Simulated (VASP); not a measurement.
Wanted: the native input for a VASP 6.6.1 run.

```yaml
Task: single point
Functional: PBE
Potentials_or_basis: VASP PAW PBE potentials, release 64 (B, W_sv)
Cutoff: 520 eV
k_mesh: 1 × 1 × 1, shifted
Occupations: fermi-dirac, width 0.3102 eV
Spin: no spin polarisation
Dipole_correction: no
Further_INCAR_settings: LREAL = Auto; ALGO = Normal; EDIFF = 1e-06; NBANDS = 57; ISYM = 0
```

The structure of B9W lies in POSCAR:

```
B9W
1.0
    5.2893000000      0.0549780000     -0.1542150000
    0.0549780000      5.6170210000     -0.0299570000
   -0.1542150000     -0.0299570000      5.3834570000
B W
18 2
Direct
    0.7331949934      0.5708340779     -0.1788697964
    0.3278920976      0.6407793375      0.8020778668
    0.0564280177      0.6488444443      0.3191964717
    0.3969252948      0.7098644253      0.3140348744
    0.0686668235      0.9134959890      0.1546322472
    0.1066123543      0.7209024671      0.8858574146
    0.4465483468      0.5049572707      1.0774419594
    0.4935033406      0.1467017855      0.4833874150
    0.0785454699      0.3663576767      0.0758432484
    0.5567860088      1.0134221586      0.2251736834
    1.0940788052      0.4571066909      0.7146959487
    0.4871469088      0.4347073445      0.5993806375
    0.1986800369      0.1446239781      0.2942869131
    0.7259033881      0.2915941439      0.1188085048
    0.8633941389      0.1022810493      0.3307903008
    0.2547386053      0.9384067958      0.5634642139
    0.9368189483      0.3849197567      0.3301662064
    0.6463391242      0.7040658224      1.1611624070
    0.8886214786      0.1677651182      0.7893588638
    0.3727703166      0.0936617397      0.8870756466
```

The cell was built by a generator and needn't be a form met in nature.

These files were run (other wordings do the same):

INCAR

```
PREC = Accurate
ENCUT = 520
EDIFF = 1E-6
ISMEAR = -1
SIGMA = 0.3102
LREAL = Auto
LASPH = T
NELM = 100
ALGO = Normal
ISIF = 2
LWAVE = F
LCHARG = F
GGA = PE
ISYM = 0
NBANDS = 57
```

KPOINTS

```
Automatic mesh
0
Gamma
  1 1 1
  0.25 0.25 0.25
```

Potentials or basis: VASP PAW PBE potentials, release 64 (B, W_sv).

Run with:

```bash
$ cat potpaw_PBE.64/B/POTCAR potpaw_PBE.64/W_sv/POTCAR > POTCAR
$ mpirun -np 1 vasp_std > vasp.out
```

It gave:

The pressure is 15.1 GPa. The largest force is 12.976 eV/Å. The band gap on the k mesh is 0.23 eV, direct.

Caveat: so large a pressure means that the cell lies far from this level's equilibrium, or that cutoff or potentials fall short; spin-orbit coupling is left out, which moves the levels of the heavy elements.

Run time: 25 s on 1 thread of Intel(R) Xeon(R) 6975P-C (Granite Rapids), on a shared host, peak memory 0.24 GiB.
